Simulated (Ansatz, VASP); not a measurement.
# Na2LiBF6 in two plane-wave programs, part 2 of 2

One calculation is typed for both programs; each brings its own data sets. How far apart do they land? The cell is invented: As first built, before any earlier steps moved the atoms (in the runner's words): B for Ga, Na for Rb in the Rb2LiGaF6 structure of space group Fm-3m. It may not be a known or stable phase. The two relaxations start from unlike cells of this crystal (the structure described is Ansatz's start), so only their ends are compared.

VASP 6.6.1 and Ansatz 0.2.0.

So far: Set-up; Ansatz: relaxation of cell and atoms, PBE.

### 3. VASP: relaxation of cell and atoms, PBE

Level of this step: PBE; plane waves and PAW (Na_pv, Li_sv, B, F); invented cell (VASP).

Its own start cell and the same functional, mesh and smearing now go to VASP, with its own data sets.

Lines of VASP's logs that name or quote its potential files are left out, and so is its time.

Contents of INCAR:

```
SYSTEM = Na2LiBF6
PREC = Accurate
ENCUT = 750
EDIFF = 1E-07
NELM = 120
ISMEAR = 0
SIGMA = 0.03
LREAL = .FALSE.
ALGO = Normal
GGA = PE
NBANDS = 41
LORBIT = 11
LWAVE = .FALSE.
LCHARG = .FALSE.
ISIF = 3
IBRION = 2
NSW = 80
EDIFFG = -0.005
LASPH = .TRUE.
GGA_COMPAT = .FALSE.
NELMIN = 4
EFERMI = MIDGAP
KPAR = 2
```

Contents of POSCAR:

```
Na2LiBF6
1.0
    0.0000000000      3.6450976241      3.6450976241
    3.6450976241      0.0000000000      3.6450976241
    3.6450976241      3.6450976241      0.0000000000
Na Li B F
2 1 1 6
Direct
    0.2500000000      0.2500000000      0.2500000000
    0.7500001338      0.7500001338      0.7500001338
    0.5000000000      0.5000000000      0.5000000000
    0.0000000000      0.0000000000      0.0000000000
    0.2248667062      0.2248667062      0.7751332938
    0.2248665725      0.7751334275      0.7751334275
    0.7751334275      0.7751334275      0.2248665725
    0.2248667062      0.7751332938      0.2248667062
    0.7751334275      0.2248665725      0.7751334275
    0.7751332938      0.2248667062      0.2248667062
```

Contents of KPOINTS:

```
Automatic mesh
0
Gamma
6 6 6
0 0 0
```

PAW data sets: Na_pv, Li_sv, B and F (PBE family, release 64).

The run is started by

```sh
$ mpirun -np 2 vasp_std
```

Numbers of over 12 decimals in the logs are rounded to 6 here.

The program printed:

```text
[banner, memory and clock lines left out]
running    2 mpi-ranks, on    1 nodes
 distrk:  each k-point on    1 cores,    2 groups
 distr:  one band on    1 cores,    1 groups

 POSCAR found type information on POSCAR NaLiB F
 POSCAR found :  4 types and      10 ions
 LDA part: xc-table for (Slater+PW92), standard interpolation
 POSCAR, INCAR and KPOINTS ok, starting setup
 FFT: planning ... GRIDC
 FFT: planning ... GRID_SOFT
 FFT: planning ... GRID
 WAVECAR not read
 entering main loop
       N       E                     dE             d eps       ncg     rms          rms(c)
DAV:   1     0.914469281194E+03    0.91447E+03   -0.40098E+04  1321   0.233E+03
DAV:   2     0.566407008499E+02   -0.85783E+03   -0.80696E+03  1488   0.611E+02
DAV:   3    -0.454710231053E+02   -0.10211E+03   -0.10087E+03  1434   0.207E+02
DAV:   4    -0.512647322443E+02   -0.57937E+01   -0.57658E+01  2120   0.419E+01
DAV:   5    -0.515048811682E+02   -0.24015E+00   -0.23950E+00  1991   0.591E+00    0.114E+01
DAV:   6    -0.481663615528E+02    0.33385E+01   -0.10208E+01  1535   0.188E+01    0.365E+00
DAV:   7    -0.481372284360E+02    0.29133E-01   -0.36395E-01  1654   0.374E+00    0.224E+00
DAV:   8    -0.481176210200E+02    0.19607E-01   -0.87873E-02  1780   0.309E+00    0.281E-01
DAV:   9    -0.481176832742E+02   -0.62254E-04   -0.16914E-02  1872   0.844E-01    0.139E-01
DAV:  10    -0.481178936423E+02   -0.21037E-03   -0.16023E-03  1843   0.325E-01    0.565E-02
DAV:  11    -0.481178748188E+02    0.18823E-04   -0.35874E-04  1807   0.125E-01    0.163E-02
DAV:  12    -0.481178775613E+02   -0.27424E-05   -0.21618E-05  2236   0.400E-02    0.488E-03
DAV:  13    -0.481178779042E+02   -0.34290E-06   -0.37396E-06  1664   0.119E-02    0.188E-03
DAV:  14    -0.481178779828E+02   -0.78667E-07   -0.21692E-07  1268   0.363E-03
   1 F= -.48117878E+02 E0= -.48117878E+02  d E =-.481179E+02
[...]
2 F= -.48117991E+02 E0= -.48117991E+02  d E =-.112847E-03
[...]
3 F= -.48117994E+02 E0= -.48117994E+02  d E =-.116336E-03
 curvature:  -0.58 expect dE=-0.584E-04 dE for cont linesearch -0.453E-06
 trial: gam= 0.57846 g(F)=  0.979E-04 g(S)=  0.192E-05 ort =-0.123E-04 (trialstep = 0.107E+01)
 search vector abs. value=  0.151E-03
 bond charge predicted
       N       E                     dE             d eps       ncg     rms          rms(c)
DAV:   1    -0.481184191232E+02   -0.42490E-03   -0.50601E-02  1327   0.149E+00    0.167E-01
DAV:   2    -0.481180761015E+02    0.34302E-03   -0.19716E-03  1573   0.284E-01    0.474E-02
DAV:   3    -0.481180447781E+02    0.31323E-04   -0.98890E-05  1788   0.749E-02    0.184E-02
DAV:   4    -0.481180391933E+02    0.55847E-05   -0.91561E-06  1860   0.310E-02    0.562E-03
DAV:   5    -0.481180392579E+02   -0.64578E-07   -0.20727E-06  1451   0.924E-03    0.200E-03
DAV:   6    -0.481180392949E+02   -0.36983E-07   -0.11286E-07   921   0.251E-03
   4 F= -.48118039E+02 E0= -.48118039E+02  d E =-.449760E-04
 trial-energy change:   -0.000045  1 .order   -0.000044   -0.000099    0.000012
 step:   0.9600(harm=  0.9528)  dis= 0.00089  next Energy=   -48.118040 (dE=-0.456E-04)
 reached required accuracy - stopping structural energy minimisation
```

Parts of OUTCAR (step 3):

```text
ion  position               nearest neighbor table
   1  0.250  0.250  0.250-
   2  0.750  0.750  0.750-
   3  0.500  0.500  0.500-   5 2.01   8 2.01  10 2.01   6 2.01   9 2.01   7 2.01
   4  0.000  0.000  0.000-   6 1.64   7 1.64   9 1.64   8 1.64   5 1.64  10 1.64
   5  0.225  0.225  0.775-   4 1.64   3 2.01
   6  0.225  0.775  0.775-   4 1.64   3 2.01
   7  0.775  0.775  0.225-   4 1.64   3 2.01
   8  0.225  0.775  0.225-   4 1.64   3 2.01
   9  0.775  0.225  0.775-   4 1.64   3 2.01
  10  0.775  0.225  0.225-   4 1.64   3 2.01

  LATTYP: Found a face centered cubic cell.
 ALAT       =     7.2901952482

 Subroutine GETGRP returns: Found 48 space group operations
 (whereof 48 operations were pure point group operations)

The static configuration has the point symmetry O_h .

 Found     16 irreducible k-points:

   k-points           NKPTS =     16   k-points in BZ     NKDIM =     16   number of bands    NBANDS=     41

   dimension x,y,z NGX =    48 NGY =   48 NGZ =   48
   dimension x,y,z NGXF=    96 NGYF=   96 NGZF=   96

   ENCUT  =  750.0 eV  55.12 Ry    7.42 a.u.  11.51 11.51 11.51*2*pi/ulx,y,z

   NELECT =      62.0000    total number of electrons

 k-points in reciprocal lattice and weights: Automatic mesh
   0.00000000  0.00000000  0.00000000       0.005
   0.16666667  0.00000000  0.00000000       0.037
   0.33333333  0.00000000  0.00000000       0.037
   0.50000000  0.00000000  0.00000000       0.019
   0.16666667  0.16666667  0.00000000       0.028
   0.33333333  0.16666667  0.00000000       0.111
   0.50000000  0.16666667  0.00000000       0.111
  -0.33333333  0.16666667  0.00000000       0.111
  -0.16666667  0.16666667  0.00000000       0.056
[...]
-0.33333333  0.33333333  0.16666667       0.111
  -0.33333333  0.50000000  0.16666667       0.056

 average (electrostatic) potential at core
       1 -46.2700       2 -46.2700       3 -61.5033       4 -33.4881       5 -77.3890
       6 -77.3890       7 -77.3890       8 -77.3890       9 -77.3890      10 -77.3890

 E-fermi :   2.9309

 k-point     1 :       0.0000    0.0000    0.0000
  band No.  band energies     occupation
    ...
     27      -1.4183      2.00000
     28      -1.4183      2.00000
     29      -0.6085      2.00000
     30      -0.6085      2.00000
     31      -0.6085      2.00000
     32       6.4703      0.00000
     33      10.0304      0.00000
     34      10.5568      0.00000
     35      10.5568      0.00000
     36      10.5568      0.00000
    ...

 k-point     2 :       0.1667    0.0000    0.0000
  band No.  band energies     occupation
    ...
     27      -1.4239      2.00000
     28      -1.4239      2.00000
     29      -0.6999      2.00000
     30      -0.6999      2.00000
     31      -0.6584      2.00000
     32       6.8435      0.00000
     33      10.1106      0.00000
     34      10.4999      0.00000
     35      10.8686      0.00000
     36      10.8686      0.00000
    ...

 k-point     3 :       0.3333    0.0000    0.0000
  band No.  band energies     occupation
    ...
     27      -1.4016      2.00000
     28      -1.4016      2.00000
     29      -0.8559      2.00000
     30      -0.8559      2.00000
     31      -0.7765      2.00000
     32       7.7568      0.00000
     33       9.8903      0.00000
     34      10.5395      0.00000
     35      11.3722      0.00000
     36      11.6396      0.00000
    ...

  Total        0.0176789      0.0176789      0.0176789      0.0000000      0.0000000     -0.0000000
  in kB        0.2933223      0.2933223      0.2933223      0.0000000      0.0000000     -0.0000000
  external PRESSURE =       0.2933223 kB  Pullay stress =       0.0000000 kB

  energy-cutoff  :      750.00
  volume of cell :       96.57
      direct lattice vectors                 reciprocal lattice vectors
     0.000000000  3.641357334  3.641357334    -0.137311435  0.137311435  0.137311435
     3.641357334  0.000000000  3.641357334     0.137311435 -0.137311435  0.137311435
     3.641357334  3.641357334  0.000000000     0.137311435  0.137311435 -0.137311435

 POSITION                                       TOTAL-FORCE (eV/Angst)
 -----------------------------------------------------------------------------------
      1.82068      1.82068      1.82068         0.000000     -0.000000      0.000000
      5.46204      5.46204      5.46204         0.000000      0.000000      0.000000
      3.64136      3.64136      3.64136         0.000000      0.000000      0.000000
      3.64136      3.64136      7.28271         0.000000      0.000000      0.000000
      3.64136      3.64136      1.63871         0.000000     -0.000000      0.000563
      5.64401      3.64136      3.64136        -0.000563     -0.000000      0.000000
      3.64136      3.64136      5.64401         0.000000      0.000000     -0.000563
      3.64136      1.63871      3.64136         0.000000      0.000563      0.000000
      3.64136      5.64401      3.64136         0.000000     -0.000563      0.000000
      1.63871      3.64136      3.64136         0.000563     -0.000000      0.000000
 -----------------------------------------------------------------------------------
    total drift:                               -0.001812     -0.001812     -0.001812

  FREE ENERGIE OF THE ION-ELECTRON SYSTEM (eV)
  ---------------------------------------------------
  free  energy   TOTEN  =       -48.1180392949 eV

  energy  without entropy=      -48.1180392949  energy(sigma->0) =      -48.11803929

 reached required accuracy - stopping structural energy minimisation

 total charge
# of ion       s       p       d       tot
------------------------------------------
    1        0.029   5.974   0.000   6.003
    2        0.029   5.974   0.000   6.003
    3        2.012   0.040   0.000   2.051
    4        0.512   0.922   0.000   1.434
    5        1.733   4.404   0.000   6.137
    6        1.733   4.404   0.000   6.137
    7        1.733   4.404   0.000   6.137
    8        1.733   4.404   0.000   6.137
    9        1.733   4.404   0.000   6.137
   10        1.733   4.404   0.000   6.137
--------------------------------------------------
tot         12.978  39.335   0.000  52.312

[... 3 further parts left out ...]
```

CONTCAR:

```
Na2LiBF6
   1.00000000000000
     0.0000000000000000    3.6413573338517762    3.6413573338517762
     3.6413573338517762    0.0000000000000000    3.6413573338517762
     3.6413573338517762    3.6413573338517762    0.0000000000000000
  Na              Li              B               F
     2     1     1     6
Direct
     0.2500000000000000    0.2500000000000000    0.2500000000000000
     0.7500001338000004    0.7500001338000004    0.7500001338000004
     0.5000000000000000    0.5000000000000000    0.5000000000000000
     1.0000000000000000    1.0000000000000000    0.0000000000000000
     0.2250135811668060    0.2250135811668060    0.7749864188331941
     0.2250134474668074    0.7749865525331927    0.7749865525331927
     0.7749865525331927    0.7749865525331927    0.2250134474668074
     0.2250135811668060    0.7749864188331941    0.2250135811668060
     0.7749865525331927    0.2250134474668074    0.7749865525331927
     0.7749864188331941    0.2250135811668060    0.2250135811668060
```

### 4. Comparison

Known differences besides the potentials themselves: the data sets hold 66 valence electrons in Ansatz (on its default PAW (the set named soft_2) files) and 62 in VASP; the cutoff is 420 eV in Ansatz and 750 eV in VASP; Ansatz adds a Pulay correction to the stress that steers its cell, VASP none. Total energies have different zeros and are not compared.

The two programs side by side:

```
                                         quantity  Ansatz   VASP  difference
                                      volume (Å³)   97.26  96.57     +0.72 %
edge a after relaxation, in the typed setting (Å)   5.162  5.150     +0.24 %
```

### 5. Summary of results

```yaml
difference_in_volume_relaxation_of_cell_and_atoms_pbe: 0.72 %
```

The difference in volume is 0.72 % (relaxation of cell and atoms, PBE), within the 1.2 % picked in this series as the mark of a large difference, as far as the stopping tolerances let one tell. The data sets hold unlike numbers of valence electrons (66 in Ansatz and 62 in VASP), so part of the differences comes from the potentials. Such differences can come from data sets, numerical settings and the points named under the comparisons, not from the functional's error against experiment.

[Lines on the potential files, build, host, timing and source positions are cut from VASP's logs without a mark.]

[Logs are printed without paths, hosts, clocks, repeated set-up lines and the standing remarks that a program may print on its own settings, such as how far it seeks lower states.]

[Hosts, paths, dates, database ids (printed as entryN), source tags and the programs' standing remarks are cut or masked in the printed files.]
